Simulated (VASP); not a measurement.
Crystal: Pd.

```xyz
1
Lattice="0.0000 1.9587 1.9587 1.9587 0.0000 1.9587 1.9587 1.9587 0.0000" Properties=species:S:1:pos:R:3 pbc="T T T"
Pd    0.0000    0.0000    0.0000
```

* Program: VASP 6.6.1
* Task: relaxation of cell and atoms
* Functional: PBEsol
* Potentials or basis: VASP PAW PBE potentials, release 64 (Pd)
* Cutoff: 600 eV
* k mesh: 18 × 18 × 18
* Occupations: gaussian, width 0.1 eV
* Spin: no spin polarisation

At the start: pressure -6.4 GPa; volume 15.03 Å³/atom.

Task: Where does the relaxation end?

Result: Over 4 steps the energy falls by 10.6 meV/atom and the volume is 14.52 Å³/atom (-3.4 %); space group Fm-3m (No. 225, to 0.05 Å).

Step by step:
| step | energy change (eV) | largest force (eV/Å) | pressure (GPa) | volume (Å³) |
| --- | --- | --- | --- | --- |
| 1 | 0.0000 | 0.0000 | -6.43 | 15.03 |
| 2 | 0.0186 | 0.0000 | 12.95 | 13.75 |
| 3 | -0.0106 | 0.0000 | -0.10 | 14.53 |
| 4 | -0.0106 | 0.0000 | 0.04 | 14.52 |

Final structure:
```yaml
crystal:
  lattice:
    - [0.00000, 1.93624, 1.93624]
    - [1.93624, 0.00000, 1.93624]
    - [1.93624, 1.93624, 0.00000]
  atoms:
    - { symbol: Pd, position: [0.00000, 0.00000, 0.00000] }
```

Caveat: the PAW data sets were made with another functional, which shifts forces and pressure a little.
